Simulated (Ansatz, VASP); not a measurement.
# CsNbS3 in two plane-wave programs, part 2 of 3

Aim: how closely do two programs agree when they are given the same cell, functional and k mesh? The cell is generated by rule, not measured, and may not be a known phase. The cell is taken from a series of runs on this material, whose earlier steps may have relaxed, scaled, displaced or heated it; both programs get it as it stands.

VASP 6.6.1 and Ansatz 0.2.0.

So far: Set-up; Ansatz: relaxation of cell and atoms, PBEsol, pair 1.

### Step 3. VASP: relaxation of cell and atoms, PBEsol, pair 1

Level of this step: PBEsol; plane waves and PAW (Cs_sv, Nb_sv, S); invented cell (VASP).

The same cell, functional, mesh and smearing now go to VASP, with its own data sets.

Lines of VASP's logs that name or quote its potential files are left out, and so is its time.

INCAR reads:

```
SYSTEM = CsNbS3
PREC = Accurate
ENCUT = 500
EDIFF = 1E-07
NELM = 120
ISMEAR = 0
SIGMA = 0.1
LREAL = .FALSE.
ALGO = Normal
GGA = PS
NBANDS = 26
LASPH = .TRUE.
LORBIT = 11
LWAVE = .FALSE.
LCHARG = .FALSE.
ISIF = 3
IBRION = 2
NSW = 80
EDIFFG = -0.005
GGA_COMPAT = .FALSE.
NELMIN = 4
KPAR = 2
```

POSCAR reads:

```
CsNbS3
1.0
    4.8608000000      0.0000000000      0.0000000000
    0.0000000000      4.8608000000      0.0000000000
    0.0000000000      0.0000000000      4.8608000000
Cs Nb S
1 1 3
Direct
    0.0000000000      0.0000000000      0.0000000000
    0.5000000000      0.5000000000      0.5000000000
    0.5000000000      0.5000000000      0.0000000000
    0.5000000000      0.0000000000      0.5000000000
    0.0000000000      0.5000000000      0.5000000000
```

KPOINTS reads:

```
Automatic mesh
0
Gamma
8 8 8
0 0 0
```

The projector-augmented-wave data sets are Cs_sv, Nb_sv and S (PBE family, release 64).

The run is started by

```bash
> mpirun -np 2 vasp_std
```

Numbers of over 12 decimals in the logs are rounded to 6 here.

Log:

```text
[banner, memory and clock lines left out]
running    2 mpi-ranks, on    1 nodes
 distrk:  each k-point on    1 cores,    2 groups
 distr:  one band on    1 cores,    1 groups

 POSCAR found type information on POSCAR CsNbS
 POSCAR found :  3 types and       5 ions
|                                                                             |
|               ----> ADVICE to this user running VASP <----                  |
|                                                                             |
|     You enforced a specific xc type in the INCAR file but a different       |
|     [... a line on the potential file left out ...]
|     I HOPE YOU KNOW WHAT YOU ARE DOING!                                     |
|                                                                             |

 LDA part: xc-table for (Slater+PW92), standard interpolation
 POSCAR, INCAR and KPOINTS ok, starting setup
 FFT: planning ... GRIDC
 FFT: planning ... GRID_SOFT
 FFT: planning ... GRID
 WAVECAR not read
 entering main loop
       N       E                     dE             d eps       ncg     rms          rms(c)
DAV:   1     0.307782143929E+03    0.30778E+03   -0.19445E+04  1820   0.138E+03
DAV:   2    -0.754340826501E+01   -0.31533E+03   -0.30865E+03  2530   0.383E+02
DAV:   3    -0.325387811310E+02   -0.24995E+02   -0.24822E+02  3000   0.921E+01
DAV:   4    -0.336470161218E+02   -0.11082E+01   -0.11063E+01  2892   0.188E+01
DAV:   5    -0.336778408176E+02   -0.30825E-01   -0.30821E-01  2748   0.202E+00    0.117E+01
DAV:   6    -0.305509762245E+02    0.31269E+01   -0.21474E+01  2628   0.231E+01    0.801E+00
DAV:   7    -0.301624201151E+02    0.38856E+00   -0.45359E+00  2612   0.131E+01    0.442E+00
DAV:   8    -0.301539847968E+02    0.84353E-02   -0.13602E+00  2782   0.684E+00    0.203E+00
DAV:   9    -0.300628870931E+02    0.91098E-01   -0.45058E-01  2662   0.406E+00    0.425E-01
DAV:  10    -0.300624650374E+02    0.42206E-03   -0.17931E-02  2072   0.903E-01    0.167E-01
DAV:  11    -0.300622936333E+02    0.17140E-03   -0.37906E-03  3038   0.381E-01    0.719E-02
DAV:  12    -0.300622490492E+02    0.44584E-04   -0.59700E-04  2658   0.139E-01    0.250E-02
DAV:  13    -0.300622393163E+02    0.97329E-05   -0.83873E-05  2664   0.680E-02    0.133E-02
DAV:  14    -0.300622392866E+02    0.29666E-07   -0.58380E-06  2798   0.133E-02    0.755E-03
DAV:  15    -0.300622390199E+02    0.26671E-06   -0.29362E-06  2616   0.107E-02    0.303E-03
DAV:  16    -0.300622389778E+02    0.42082E-07   -0.14898E-07  1456   0.234E-03
   1 F= -.30062239E+02 E0= -.30057810E+02  d E =-.300622E+02
 curvature:   0.00 expect dE= 0.000E+00 dE for cont linesearch  0.000E+00
 trial: gam= 0.00000 g(F)=  0.000E+00 g(S)=  0.476E-02 ort = 0.000E+00 (trialstep = 0.100E+01)
 search vector abs. value=  0.476E-02
 bond charge predicted
       N       E                     dE             d eps       ncg     rms          rms(c)
DAV:   1    -0.300943160986E+02   -0.32077E-01   -0.89011E-01  2494   0.808E+00    0.120E+00
DAV:   2    -0.300732776088E+02    0.21038E-01   -0.11770E-01  2540   0.264E+00    0.622E-01
DAV:   3    -0.300651121579E+02    0.81655E-02   -0.28797E-02  2274   0.766E-01    0.304E-01
DAV:   4    -0.300625420342E+02    0.25701E-02   -0.13882E-02  3226   0.769E-01    0.193E-01
DAV:   5    -0.300627022346E+02   -0.16020E-03   -0.58103E-04  2298   0.135E-01    0.114E-01
DAV:   6    -0.300628429931E+02   -0.14076E-03   -0.47857E-04  3242   0.936E-02    0.282E-02
DAV:   7    -0.300628471024E+02   -0.41092E-05   -0.35877E-05  2754   0.419E-02    0.103E-02
DAV:   8    -0.300628465573E+02    0.54510E-06   -0.34710E-06  2780   0.118E-02    0.470E-03
DAV:   9    -0.300628460766E+02    0.48071E-06   -0.33529E-07  2100   0.440E-03    0.556E-04
DAV:  10    -0.300628461716E+02   -0.95069E-07   -0.28153E-08  1158   0.116E-03
   2 F= -.30062846E+02 E0= -.30058419E+02  d E =-.607194E-03
 trial-energy change:   -0.000607  1 .order   -0.000626   -0.004757    0.003505
 step:   0.5724(harm=  0.5758)  dis= 0.00000  next Energy=   -30.063597 (dE=-0.136E-02)
 bond charge predicted
       N       E                     dE             d eps       ncg     rms          rms(c)
DAV:   1    -0.300693306292E+02   -0.64846E-02   -0.16312E-01  2476   0.346E+00    0.516E-01
DAV:   2    -0.300652927025E+02    0.40379E-02   -0.19619E-02  2540   0.109E+00    0.258E-01
DAV:   3    -0.300639752354E+02    0.13175E-02   -0.48574E-03  2218   0.312E-01    0.127E-01
DAV:   4    -0.300635147654E+02    0.46047E-03   -0.25334E-03  3310   0.329E-01    0.828E-02
DAV:   5    -0.300635526303E+02   -0.37865E-04   -0.99954E-05  2294   0.582E-02    0.495E-02
DAV:   6    -0.300635949472E+02   -0.42317E-04   -0.90512E-05  3222   0.418E-02    0.922E-03
DAV:   7    -0.300635972918E+02   -0.23446E-05   -0.66171E-06  2620   0.178E-02    0.471E-03
DAV:   8    -0.300635973396E+02   -0.47814E-07   -0.68473E-07  2626   0.543E-03
   3 F= -.30063597E+02 E0= -.30059168E+02  d E =-.135836E-02
 curvature:  -0.29 expect dE=-0.118E-08 dE for cont linesearch -0.118E-08
 trial: gam= 0.00000 g(F)=  0.227E-65 g(S)=  0.411E-08 ort =-0.442E-05 (trialstep = 0.914E+00)
 search vector abs. value=  0.421E-08
 reached required accuracy - stopping structural energy minimisation
```

Parts of OUTCAR (step 3):

```text
ion  position               nearest neighbor table
   1  0.000  0.000  0.000-
   2  0.500  0.500  0.500-   3 2.43   4 2.43   5 2.43   3 2.43   4 2.43   5 2.43
   3  0.500  0.500  0.000-   2 2.43   2 2.43
   4  0.500  0.000  0.500-   2 2.43   2 2.43
   5  0.000  0.500  0.500-   2 2.43   2 2.43

  LATTYP: Found a simple cubic cell.
 ALAT       =     4.8608000000

 Subroutine GETGRP returns: Found 48 space group operations
 (whereof 48 operations were pure point group operations)

The static configuration has the point symmetry O_h .

 Found     35 irreducible k-points:

   k-points           NKPTS =     35   k-points in BZ     NKDIM =     35   number of bands    NBANDS=     26

   dimension x,y,z NGX =    36 NGY =   36 NGZ =   36
   dimension x,y,z NGXF=    72 NGYF=   72 NGZF=   72

   ENCUT  =  500.0 eV  36.75 Ry    6.06 a.u.   8.86  8.86  8.86*2*pi/ulx,y,z

   NELECT =      40.0000    total number of electrons

 k-points in reciprocal lattice and weights: Automatic mesh
   0.00000000  0.00000000  0.00000000       0.002
   0.12500000  0.00000000  0.00000000       0.012
   0.25000000  0.00000000  0.00000000       0.012
   0.37500000  0.00000000  0.00000000       0.012
   0.50000000  0.00000000  0.00000000       0.006
   0.12500000  0.12500000  0.00000000       0.023
   0.25000000  0.12500000  0.00000000       0.047
   0.37500000  0.12500000  0.00000000       0.047
   0.50000000  0.12500000  0.00000000       0.023
[...]
0.50000000  0.50000000  0.37500000       0.012
   0.50000000  0.50000000  0.50000000       0.002

 average (electrostatic) potential at core
       1 -44.9443       2 -85.0317       3 -86.4156       4 -86.4156       5 -86.4156

 E-fermi :   4.4726

 k-point     1 :       0.0000    0.0000    0.0000
  band No.  band energies     occupation
    ...
     19       3.7848      2.00000
     20       3.7848      2.00000
     21       4.2249      1.99954
     22       4.2249      1.99954
     23       4.2249      1.99954
     24       5.8882      0.00000
     25       5.8882      0.00000
     26       8.7922      0.00000

 k-point     2 :       0.1250    0.0000    0.0000
  band No.  band energies     occupation
    ...
     17       3.1425      2.00000
     18       3.6883      2.00000
     19       3.7960      2.00000
     20       3.8712      2.00000
     21       3.8712      2.00000
     22       4.6474      0.01344
     23       4.6474      0.01344
     24       5.9040      0.00000
     25       6.5101      0.00000
     26       9.0067      0.00000

 k-point     3 :       0.2500    0.0000    0.0000
  band No.  band energies     occupation
    ...
     17       2.9066      2.00000
     18       2.9675      2.00000
     19       3.7889      2.00000
     20       3.7889      2.00000
     21       3.8234      2.00000
     22       5.4546      0.00000
     23       5.4546      0.00000
     24       5.9324      0.00000
     25       7.3280      0.00000
     26       9.5435      0.00000

  Total       -0.0003770     -0.0003770     -0.0003770      0.0000000     -0.0000000      0.0000000
  in kB       -0.0052238     -0.0052238     -0.0052238      0.0000000     -0.0000000      0.0000000
  external PRESSURE =      -0.0052238 kB  Pullay stress =       0.0000000 kB

  energy-cutoff  :      500.00
  volume of cell :      115.62
      direct lattice vectors                 reciprocal lattice vectors
     4.871683334  0.000000000 -0.000000000     0.205267857  0.000000000 -0.000000000
    -0.000000000  4.871683334 -0.000000000     0.000000000  0.205267857  0.000000000
     0.000000000 -0.000000000  4.871683334     0.000000000  0.000000000  0.205267857

 POSITION                                       TOTAL-FORCE (eV/Angst)
 -----------------------------------------------------------------------------------
      0.00000      0.00000      0.00000         0.000000      0.000000      0.000000
      2.43584      2.43584      2.43584        -0.000000     -0.000000      0.000000
      2.43584      2.43584     -0.00000         0.000000      0.000000      0.000000
      2.43584     -0.00000      2.43584         0.000000      0.000000      0.000000
      0.00000      2.43584      2.43584        -0.000000      0.000000      0.000000
 -----------------------------------------------------------------------------------
    total drift:                                0.000000      0.000000      0.000000

  FREE ENERGIE OF THE ION-ELECTRON SYSTEM (eV)
  ---------------------------------------------------
  free  energy   TOTEN  =       -30.0635973396 eV

  energy  without entropy=      -30.0547392541  energy(sigma->0) =      -30.05916830

 reached required accuracy - stopping structural energy minimisation

 total charge
# of ion       s       p       d       tot
------------------------------------------
    1        1.848   4.682   0.065   6.595
    2        2.169   6.045   2.241  10.456
    3        1.333   2.384   0.000   3.717
    4        1.333   2.384   0.000   3.717
    5        1.333   2.384   0.000   3.717
--------------------------------------------------
tot          8.017  17.879   2.306  28.202

[... 3 further parts left out ...]
```

The run keeps the 48 symmetry operations of its start, so it cannot find a distortion of lower symmetry.

### Step 4. Side by side

Known differences besides the potentials themselves: the cutoff is 420 eV in Ansatz and 500 eV in VASP; Ansatz makes its cores anew for this functional, VASP keeps those of its PBE data sets; Ansatz adds a Pulay correction to the stress that steers its cell, VASP none. Total energies have different zeros and are not compared.

Compared:

| quantity | Ansatz | VASP | difference |
| --- | --- | --- | --- |
| volume (Å³) | 115.65 | 115.62 | +0.02 % |
| edge a after relaxation, in the typed setting (Å) | 4.872 | 4.872 | +0.01 % |

### Step 5. VASP: relaxation of cell and atoms, PBEsol, pair 2

The relaxed volume is the usual yardstick between codes: in a stiff, nearly cubic crystal its relative difference is about their pressure difference at one cell divided by the bulk modulus. This pair takes another cell of the material, with 10 atoms against 5 for the pair before.

INCAR, as its differences from that of step 3:

```diff
@@ -5,4 +5,4 @@
 NELM = 120
-ISMEAR = 0
-SIGMA = 0.1
+ISMEAR = 1
+SIGMA = 0.2
 LREAL = .FALSE.
@@ -10,3 +10,3 @@
 GGA = PS
-NBANDS = 26
+NBANDS = 50
 LASPH = .TRUE.
@@ -21,2 +21,3 @@
 NELMIN = 4
+EFERMI = MIDGAP
 KPAR = 2
```

POSCAR reads:

```
CsNbS3
1.0
   -3.4517030000      3.4517030000      4.8680480000
    3.4517030000     -3.4517030000      4.8680480000
    3.4517030000      3.4517030000     -4.8680480000
Cs Nb S
2 2 6
Direct
    0.7500001027      0.7500001027      0.0000000000
    0.2500000000      0.2500000000      0.0000000000
    0.0000000000      0.5000000000      0.5000000000
    0.5000000000      0.0000000000      0.5000000000
    0.7500000000      0.2500000000      0.5000000000
    0.2500000000      0.7500000000      0.5000000000
    0.7434382390      0.2434382390      0.9868764781
    0.2565617610      0.7565617610      0.0131235219
    0.2434382390      0.2565617610      0.5000000000
    0.7565617610      0.7434382390      0.5000000000
```

KPOINTS reads:

```
Automatic mesh
0
Gamma
6 6 6
0 0 0
```

The run is started by

```bash
> mpirun -np 2 vasp_std
```

Log:

```text
[banner, memory and clock lines left out]
running    2 mpi-ranks, on    1 nodes
[...]
[... a notice as in an earlier step ...]

 LDA part: xc-table for (Slater+PW92), standard interpolation
 POSCAR, INCAR and KPOINTS ok, starting setup
[...]
entering main loop
       N       E                     dE             d eps       ncg     rms          rms(c)
DAV:   1     0.659281507152E+03    0.65928E+03   -0.37487E+04  3024   0.142E+03
DAV:   2    -0.260147133058E+01   -0.66188E+03   -0.63778E+03  4260   0.411E+02
DAV:   3    -0.629120052566E+02   -0.60311E+02   -0.59362E+02  4248   0.116E+02
DAV:   4    -0.672367532601E+02   -0.43247E+01   -0.43103E+01  5256   0.327E+01
[...]
DAV:  15    -0.601376072788E+02    0.67940E-06   -0.61892E-06  4346   0.111E-02    0.386E-03
DAV:  16    -0.601376073909E+02   -0.11208E-06   -0.35442E-07  3226   0.272E-03    0.199E-03
DAV:  17    -0.601376073552E+02    0.35687E-07   -0.50232E-08  1948   0.147E-03
   1 F= -.60137607E+02 E0= -.60142588E+02  d E =-.601376E+02
[... from here on, the cycles between the ionic steps are left out ...]
   2 F= -.60137680E+02 E0= -.60142790E+02  d E =-.727330E-04
   3 F= -.60137712E+02 E0= -.60142952E+02  d E =-.104886E-03
   4 F= -.60137740E+02 E0= -.60143077E+02  d E =-.281578E-04
 trial-energy change:   -0.000028  1 .order   -0.000028   -0.000064    0.000008
 step:   1.0711(harm=  1.0711)  dis= 0.00053  next Energy=   -60.137741 (dE=-0.284E-04)
 reached required accuracy - stopping structural energy minimisation
```

OUTCAR, selected parts (step 5):

```text
  Total       -0.0221119     -0.0221119     -0.0474520      0.0000000     -0.0000000      0.0000000
  in kB       -0.1526197     -0.1526197     -0.3275208      0.0000000     -0.0000000      0.0000000
  external PRESSURE =      -0.2109201 kB  Pullay stress =       0.0000000 kB

 POSITION                                       TOTAL-FORCE (eV/Angst)
 -----------------------------------------------------------------------------------
      0.00000      0.00000      7.30378        -0.000000      0.000000     -0.000000
      0.00000      0.00000      2.43459        -0.000000      0.000000      0.000000
      3.45227      0.00000      0.00000        -0.000000      0.000000     -0.000000
      0.00000      3.45227      0.00000        -0.000000      0.000000      0.000000
      0.00000      3.45227      2.43459        -0.000000      0.000000      0.000000
      3.45227      0.00000      2.43459        -0.000000      0.000000      0.000000
      1.67874      5.13101     -0.00000        -0.001749     -0.001749      0.000000
      1.77353     -1.67874      4.86919         0.001749      0.001749     -0.000000
      1.77353      1.67874      0.00000         0.001749     -0.001749      0.000000
      1.67874      1.77353      4.86919        -0.001749      0.001749     -0.000000
 -----------------------------------------------------------------------------------
    total drift:                               -0.000008      0.000008      0.005635

  FREE ENERGIE OF THE ION-ELECTRON SYSTEM (eV)
  ---------------------------------------------------
  free  energy   TOTEN  =       -60.1377403993 eV

  energy  without entropy=      -60.1537489562  energy(sigma->0) =      -60.14307658

[... 1 part as in an earlier step ...]

[... 3 further parts left out ...]
[key lines of the parts left out:]
E-fermi :   4.3993
```

The gap is under twice the smearing width, so the edge states are partly filled and the run can't tell a small gap from a semimetal. Methfessel-Paxton smearing is not meant for a cell with a gap.

### Step 6. Ansatz: relaxation of cell and atoms, PBEsol, pair 2

The same cell, functional, mesh and smearing now go to Ansatz, which takes its cutoff from its data sets.

The cell is taken from a series of runs on this material, whose earlier steps may have relaxed, scaled, displaced or heated it; both programs get it as it stands.

input.yaml reads:

```yaml
crystal:
  lattice:
    - [-3.4517030251, 3.4517030251, 4.8680484436]
    - [3.4517030251, -3.4517030251, 4.8680484436]
    - [3.4517030251, 3.4517030251, -4.8680484436]
  atoms:
    - { symbol: Cs, position: [0.75, 0.75, 0.0] }
    - { symbol: Cs, position: [0.25, 0.25, 0.0] }
    - { symbol: Nb, position: [0.0, 0.5, 0.5] }
    - { symbol: Nb, position: [0.5, 0.0, 0.5] }
    - { symbol: S, position: [0.75, 0.25, 0.5] }
    - { symbol: S, position: [0.25, 0.75, 0.5] }
    - { symbol: S, position: [0.7434381879, 0.2434381879, 0.9868763758] }
    - { symbol: S, position: [0.2565618121, 0.7565618121, 0.0131236242] }
    - { symbol: S, position: [0.2434381879, 0.2565618121, 0.5] }
    - { symbol: S, position: [0.7565618121, 0.7434381879, 0.5] }
kpoints:
  mp_grid: { grid: [6, 6, 6] }
hamiltonian:
  xc: pbesol
  pseudopotentials: { kind: paw, azcp: { folder: soft_1 }, xc_functional: pbe }
scf:
  occupations: { method: methfessel_paxton, width: 0.2 }
output:
  forces: true
  stress: true
  eigenvalues: true
relax:
  adjacent_minimum: "off"
  f_tol: 0.001
  max_steps: 60
  cell: { stress_tol: 0.01 }
```

The run is started by

```bash
> ansatz run input.yaml --threads 4 --pin off --max-ram 16384MiB --backend cpu --events-out ev --progress --plain --runs-dir out
```

Log:

```text
[...]
Crystal: 10 atoms, lattice volume = 231.997 Å³
Basis set: ecut = 420 eV, 4573 PW (Γ), exchange–correlation on 96×96×96 points (8 copies of the dense FFT grid, shifted against one another)
Bands: 50, of which v1, the nominal top of the filled ones, is band 40 counted from 1 (39 counted from 0)
Symmetry: 16 space group operations
[...]
k-points: 30 of 216
[...]
- { symbol: Cs, position: [0.250000, 0.250000, 0] }
    - { symbol: Nb, position: [0, 0.5, 0.5] }
    - { symbol: Nb, position: [0.5, 0, 0.5] }
    - { symbol: S, position: [0.750000, 0.25, 0.5] }
    - { symbol: S, position: [0.25, 0.750000, 0.5] }
    - { symbol: S, position: [0.743103, 0.243103, 0.986205] }
    - { symbol: S, position: [0.256897, 0.756897, 0.013795] }
    - { symbol: S, position: [0.243103, 0.256897, 0.5] }
    - { symbol: S, position: [0.756897, 0.743103, 0.5] }
[key lines of the parts left out:]
SCF converged after 10 iterations
Free energy (F): -25482.320242 eV
Fermi energy:    7.817869 eV
P = ⅓ Tr σ = -0.0062 GPa (-0.062 kbar)
```

### Step 7. Comparison

The two programs side by side:

| quantity | Ansatz | VASP | difference |
| --- | --- | --- | --- |
| volume (Å³) | 232.15 | 232.13 | +0.01 % |
| edge a after relaxation, in the typed setting (Å) | 6.895 | 6.895 | +0.00 % |

[end of part 2 of 3]

[Lines on the potential files, build, host, timing and source positions are cut from VASP's logs without a mark.]

[Logs are printed without paths, hosts, clocks, repeated set-up lines and the standing remarks that a program may print on its own settings, such as how far it seeks lower states.]

[Hosts, paths, dates, database ids (printed as entryN), source tags and the programs' standing remarks are cut or masked in the printed files.]
